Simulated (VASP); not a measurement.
Given:

```xyz
2
Lattice="0.0000 2.7519 2.7519 2.7519 0.0000 2.7519 2.7519 2.7519 0.0000" Properties=species:S:1:pos:R:3 pbc="T T T"
Mg     0.0000     0.0000     0.0000
Se     2.7519     2.7519     2.7519
```

All values below come from PBE GGA with spin-orbit coupling, VASP's PBE PAW potentials (set 64) (plane waves; VASP). Numerical set-up: 350 eV cut-off, 6×6×6 Γ-centred mesh, Gaussian smearing of 0.050 eV, potentials Mg Se.

Problem. Estimate the energy per atom (σ→0), band gap (on the k-mesh) with the smallest direct gap where there is one.

Solution. 
- band gap (on the k-mesh): 1.61 eV
- smallest direct gap (on the k-mesh): 2.27 eV
- energy per atom (σ→0): -3.751 eV/atom

Total energies compare only between runs with the same potentials, cut-off and functional.

The compound is MgSe in the rock salt structure. It was relaxed first.
